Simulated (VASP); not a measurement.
Calculation: modified Becke-Johnson potential (mBJ), VASP's PBE PAW potentials (set 64) (plane waves; VASP 6.6.1).

Input for VASP

### KPOINTS_OPT
```
k-points along high-symmetry lines
11
Line-mode
Reciprocal
  0.000000   0.000000   0.000000 ! GAMMA
  0.000000   0.500000   0.000000 ! X

  0.000000   0.500000   0.000000 ! X
  0.500000   0.500000   0.000000 ! M

  0.500000   0.500000   0.000000 ! M
  0.000000   0.000000   0.000000 ! GAMMA

  0.000000   0.000000   0.000000 ! GAMMA
  0.500000   0.500000   0.500000 ! R

  0.500000   0.500000   0.500000 ! R
  0.000000   0.500000   0.000000 ! X

  0.500000   0.500000   0.500000 ! R
  0.500000   0.500000   0.000000 ! M
```

INCAR:
```
SYSTEM = BaHfO3
PREC = Accurate
ENCUT = 520
EDIFF = 1E-6
NELM = 200
ALGO = Normal
LREAL = .FALSE.
LASPH = .TRUE.
ISMEAR = 0
SIGMA = 0.05
METAGGA = MBJ
LMIXTAU = .TRUE.
LMAXMIX = 6
LWAVE = .FALSE.
LCHARG = .FALSE.
ISIF = 0
```

**POSCAR**
```
BaHfO3
1
    4.2014504049     0.0000000000     0.0000000000
    0.0000000000     4.2014504049     0.0000000000
    0.0000000000     0.0000000000     4.2014504049
Ba Hf O
1 1 3
Direct
  0.0000000000   0.0000000000   0.0000000000
  0.5000000000   0.5000000000   0.5000000000
  0.5000000000   0.0000000000   0.5000000000
  0.0000000000   0.5000000000   0.5000000000
  0.5000000000   0.5000000000   0.0000000000
```

**KPOINTS**
```
kpoints
0
G
4 4 4
```

POTCAR, in this order: Ba_sv Hf_pv O (PBE.64 set). Program: vasp_std. Read from the step before: WAVECAR.

OSZICAR:
```
...
DAV: 164     0.117823570383E+04    0.12167E+02   -0.64527E+01   502   0.453E+01    0.549E+00
DAV: 165     0.117886963862E+04    0.63393E+00   -0.43040E+00   573   0.130E+01    0.515E+00
DAV: 166     0.118211914807E+04    0.32495E+01   -0.36052E+00   565   0.132E+01    0.422E+00
DAV: 167     0.118309034083E+04    0.97119E+00   -0.51461E+00   523   0.165E+01    0.391E+00
DAV: 168     0.118489180066E+04    0.18015E+01   -0.51558E-01   481   0.558E+00    0.336E+00
DAV: 169     0.118251186728E+04   -0.23799E+01   -0.21467E+01   551   0.327E+01    0.399E+00
DAV: 170     0.118607421983E+04    0.35624E+01   -0.58673E+01   558   0.482E+01    0.301E+00
DAV: 171     0.118514075150E+04   -0.93347E+00   -0.14034E+00   488   0.889E+00    0.318E+00
DAV: 172     0.118609440482E+04    0.95365E+00   -0.78251E+00   558   0.195E+01    0.340E+00
DAV: 173     0.118553430424E+04   -0.56010E+00   -0.58832E+00   474   0.163E+01    0.319E+00
DAV: 174     0.118548472289E+04   -0.49581E-01   -0.31988E-02   572   0.138E+00    0.327E+00
DAV: 175     0.118130231466E+04   -0.41824E+01   -0.46031E+01   558   0.487E+01    0.429E+00
DAV: 176     0.118396415086E+04    0.26618E+01   -0.18369E+01   544   0.277E+01    0.369E+00
DAV: 177     0.118952855455E+04    0.55644E+01   -0.32292E+00   495   0.158E+01    0.269E+00
DAV: 178     0.118911580284E+04   -0.41275E+00   -0.62290E+00   572   0.176E+01    0.220E+00
DAV: 179     0.118736453007E+04   -0.17513E+01   -0.54742E+00   474   0.162E+01    0.285E+00
DAV: 180     0.118769598657E+04    0.33146E+00   -0.64343E+01   537   0.573E+01    0.283E+00
DAV: 181     0.116712448059E+04   -0.20572E+02   -0.13957E+02   603   0.750E+01    0.744E+00
DAV: 182     0.118441265812E+04    0.17288E+02   -0.10695E+02   566   0.701E+01    0.366E+00
DAV: 183     0.118376254287E+04   -0.65012E+00   -0.72803E+00   615   0.201E+01    0.315E+00
DAV: 184     0.118800339601E+04    0.42409E+01   -0.45782E+00   544   0.173E+01    0.218E+00
DAV: 185     0.118343535820E+04   -0.45680E+01   -0.19320E+01   562   0.293E+01    0.408E+00
DAV: 186     0.119091815255E+04    0.74828E+01   -0.60192E+01   572   0.481E+01    0.180E+00
DAV: 187     0.119265949208E+04    0.17413E+01   -0.10315E+01   460   0.261E+01    0.256E+00
DAV: 188     0.119262858745E+04   -0.30905E-01   -0.84894E+01   558   0.695E+01    0.353E+00
DAV: 189     0.119546703943E+04    0.28385E+01   -0.59004E+00   516   0.194E+01    0.325E+00
DAV: 190     0.119514918128E+04   -0.31786E+00   -0.21939E+01   492   0.617E+01    0.270E+00
DAV: 191     0.119532233967E+04    0.17316E+00   -0.46278E+00   460   0.218E+01    0.285E+00
DAV: 192     0.120114279480E+04    0.58205E+01   -0.24040E+01   460   0.472E+01    0.487E+00
DAV: 193     0.119722104383E+04   -0.39218E+01   -0.81013E+00   460   0.240E+01    0.438E+00
DAV: 194     0.118550369845E+04   -0.11717E+02   -0.27729E+02   575   0.131E+02    0.585E+00
DAV: 195     0.119565570485E+04    0.10152E+02   -0.40444E+01   474   0.564E+01    0.420E+00
DAV: 196     0.119792798341E+04    0.22723E+01   -0.11453E+01   567   0.272E+01    0.389E+00
DAV: 197     0.110775714080E+04   -0.90171E+02   -0.75907E+02   620   0.185E+02    0.148E+01
DAV: 198     0.116532971428E+04    0.57573E+02   -0.20261E+02   530   0.156E+02    0.117E+01
DAV: 199     0.120761110004E+04    0.42281E+02   -0.86957E+02   569   0.398E+02    0.529E+00
DAV: 200     0.119841274260E+04   -0.91984E+01   -0.82330E+01   628   0.672E+01
   1 F= 0.11984127E+04 E0= 0.11984127E+04  d E =-.115275E-22
       N       E                     dE             ncg
       N       E                     dE             ncg
       N       E                     dE             ncg
       N       E                     dE             ncg
       N       E                     dE             ncg
       N       E                     dE             ncg
       N       E                     dE             ncg
```

Question: The electronic loop did not converge. What happens with NELM = 300, IMIX = 1, AMIX = 0.1?

Answer: The run crashed.
File OSZICAR:
```
...
DAV: 119     0.121394092557E+04    0.21147E+01   -0.35228E+02   594   0.101E+02    0.150E+02
DAV: 120     0.120184436638E+04   -0.12097E+02   -0.14097E+02   652   0.785E+01    0.140E+02
DAV: 121     0.121192037082E+04    0.10076E+02   -0.13867E+02   530   0.109E+02    0.125E+02
DAV: 122     0.119345321565E+04   -0.18467E+02   -0.16939E+02   582   0.109E+02    0.114E+02
DAV: 123     0.120137403846E+04    0.79208E+01   -0.51843E+02   544   0.178E+02    0.102E+02
DAV: 124    -0.172593682436E+07   -0.17271E+07   -0.17373E+07   634   0.714E+04    0.218E+02
DAV: 125     0.103787732917E+04    0.17270E+07   -0.18461E+04   756   0.724E+02    0.400E+02
DAV: 126     0.114345468648E+04    0.10558E+03   -0.58795E+03   731   0.255E+02    0.123E+02
DAV: 127     0.115958755683E+04    0.16133E+02   -0.26973E+03   676   0.210E+02    0.119E+02
DAV: 128     0.115582907762E+04   -0.37585E+01   -0.99082E+02   747   0.273E+02    0.975E+01
DAV: 129     0.119866993177E+04    0.42841E+02   -0.88840E+02   569   0.181E+02    0.102E+02
DAV: 130     0.883028106489E+03   -0.31564E+03   -0.34461E+03   664   0.240E+02    0.901E+01
DAV: 131     0.118519441253E+04    0.30217E+03   -0.10068E+03   596   0.211E+02    0.837E+01
DAV: 132     0.120075250959E+04    0.15558E+02   -0.52507E+02   460   0.192E+02    0.832E+01
DAV: 133    -0.177655108343E+05   -0.18966E+05   -0.19090E+05   570   0.539E+02    0.778E+01
DAV: 134     0.115824851520E+04    0.18924E+05   -0.46661E+03   603   0.438E+02    0.439E+02
DAV: 135    -0.133672734685E+03   -0.12919E+04   -0.14039E+04   622   0.145E+02    0.923E+01
DAV: 136    -0.471891553240E+04   -0.45852E+04   -0.60192E+04   638   0.159E+02    0.716E+01
DAV: 137    -0.288966162156E+04    0.18293E+04   -0.42445E+04   548   0.198E+02    0.491E+01
DAV: 138     0.465090232923E+02    0.29362E+04   -0.13658E+04   570   0.251E+02    0.332E+01
DAV: 139    -0.104746718944E+04   -0.10940E+04   -0.23388E+04   499   0.155E+02    0.416E+01
DAV: 140    -0.869603663915E+04   -0.76486E+04   -0.10018E+05   598   0.253E+02    0.432E+01
DAV: 141    -0.511857301892E+01    0.86909E+04   -0.14193E+04   576   0.270E+02    0.208E+01
DAV: 142     0.228540569605E+03    0.23366E+03   -0.11044E+04   554   0.199E+02    0.269E+01
DAV: 143    -0.155426634874E+04   -0.17828E+04   -0.27866E+04   732   0.163E+02    0.472E+01
DAV: 144     0.804629478701E+03    0.23589E+04   -0.64622E+03   590   0.321E+02    0.459E+01
DAV: 145    -0.222548454228E+04   -0.30301E+04   -0.35097E+04   647   0.296E+02    0.337E+01
DAV: 146     0.613330420694E+03    0.28388E+04   -0.81030E+03   561   0.307E+02    0.342E+01
DAV: 147    -0.156034491992E+05   -0.16217E+05   -0.16878E+05   606   0.363E+02    0.789E+01
DAV: 148     0.107046788976E+04    0.16674E+05   -0.43125E+03   490   0.388E+02    0.658E+01
DAV: 149    -0.184377617738E+04   -0.29142E+04   -0.31024E+04   506   0.185E+02    0.428E+01
DAV: 150     0.738159692795E+01    0.18512E+04   -0.13184E+04   531   0.184E+02    0.543E+01
DAV: 151    -0.575289466947E+04   -0.57603E+04   -0.70128E+04   513   0.143E+02    0.439E+01
DAV: 152    -0.144841758415E+06   -0.13909E+06   -0.14628E+06   606   0.104E+03    0.182E+02
DAV: 153     0.113059844208E+04    0.14597E+06   -0.91262E+03   635   0.616E+02    0.252E+02
DAV: 154     0.490409540415E+03   -0.64019E+03   -0.10170E+04   786   0.175E+02    0.114E+02
DAV: 155    -0.322168328664E+03   -0.81258E+03   -0.18536E+04   702   0.283E+02    0.277E+01
DAV: 156    -0.139606063320E+04   -0.10739E+04   -0.27077E+04   598   0.203E+02    0.132E+01
DAV: 157    -0.902262720490E+03    0.49380E+03   -0.22587E+04   597   0.222E+02    0.425E+01
DAV: 158     0.101345660975E+04    0.19157E+04   -0.34764E+03   638   0.253E+02    0.452E+01
```

The compound is BaHfO3 in the cubic perovskite structure. The cell's shape comes from a PBE relaxation.
